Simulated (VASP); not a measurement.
Data:

```
CELL_PARAMETERS angstrom
      0.00000     2.01542     2.01542
      2.01542     0.00000     2.01542
      2.01542     2.01542     0.00000
ATOMIC_POSITIONS crystal
  Li 0.00000 0.00000 0.00000
  H  0.50000 0.50000 0.50000
```

These are vdW-DF-cx, VASP's PBE PAW potentials (set 64) (plane waves; VASP) values and carry that method's errors. Run with 520 eV cut-off, 13×13×13 Γ-centred mesh, tetrahedra with Blöchl corrections, potentials Li_sv H.

Problem. Estimate the energy per atom (σ→0).

Solution. 
```
Quantity                       Result
---------------------  --------------
energy per atom (σ→0)  -2.603 eV/atom
```

Total energies compare only between runs with the same potentials, cut-off and functional.

The compound is LiH in the rock salt structure. It was relaxed first.
